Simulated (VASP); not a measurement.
The input files of a VASP run:

KPOINTS:
```
kpoints
0
Gamma
 11 11 11
```

INCAR:
```
SYSTEM = As
PREC = Accurate
ENCUT = 520
EDIFF = 1E-6
NELM = 100
ALGO = Normal
LREAL = .FALSE.
LASPH = .TRUE.
ISMEAR = 1
SIGMA = 0.1
GGA = PE
LMAXMIX = 4
LWAVE = .FALSE.
LCHARG = .FALSE.
IBRION = 2
ISIF = 3
NSW = 60
EDIFFG = -0.01
```

**POSCAR**
```
As
1.0
  3.6803640000  -1.8800000000   0.0000000000
  3.6803640000   1.8800000000   0.0000000000
  2.7200240000   0.0000000000   3.1114220000
As
2
Cart
  2.2883307040   0.0000000000   0.7062927940
  7.7924212960   0.0000000000   2.4051292060
```

POTCAR, in this order: As (PBE.64 set). Program: vasp_std.

Task: Translate this PBE calculation to Ansatz.

Result: One equivalent input (not run):
Ansatz 0.2 input:
```yaml
crystal:
  lattice:
    - [3.6803640, -1.8800000, 0.0000000]
    - [3.6803640, 1.8800000, 0.0000000]
    - [2.7200240, 0.0000000, 3.1114220]
  atoms:
    - { symbol: As, position: [0.2270000, 0.2270000, 0.2270000] }
    - { symbol: As, position: [0.7730000, 0.7730000, 0.7730000] }
kpoints:
  mp_grid: { grid: [11, 11, 11] }
hamiltonian:
  xc: pbe
  pseudopotentials: { kind: paw }
scf:
  occupations: { method: methfessel_paxton, width: 0.1 }
  max_iter: 100
relax:
  max_steps: 60
  f_tol: 0.01
  cell: {}
output: { forces: true, stress: true, eigenvalues: true }
```
The two are equivalent in intent, not identical: each code has its own PAW files, so the cut-off isn't converted (ENCUT is set for VASP's; basis.ecutwfc is left out, and Ansatz then takes the one that its files recommend); Ansatz stops its SCF on the density residual and VASP on the energy change (EDIFF).

The compound is As in the a7 structure. This run relaxes it. Symmetry was kept, so distortions that lower it aren't found.
